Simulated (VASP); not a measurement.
Here is the system:

```
CELL_PARAMETERS angstrom
      1.61205    -2.79215     0.00000
      1.61205     2.79215     0.00000
      0.00000     0.00000     5.18418
ATOMIC_POSITIONS crystal
  Zr 0.33333 0.66667 0.25000
  Zr 0.66667 0.33333 0.75000
```

The numbers are results of PW91 GGA, VASP's PBE PAW potentials (set 64) (plane waves; VASP 6.6.1), not measurements. Settings: 520 eV cut-off, 15×15×8 Γ-centred mesh, tetrahedra with Blöchl corrections, potentials Zr_sv.

Question: Estimate the energy per atom (σ→0), band gap (on the k-mesh) with the smallest direct gap where there is one.

Answer: 
band gap (on the k-mesh): none (metal, semimetal or under 0.01 eV)
energy per atom (σ→0): -8.493 eV/atom

The absolute energy has meaning only against runs of the same code, potentials and settings.

The compound is Zr in the hcp structure. It was relaxed first.
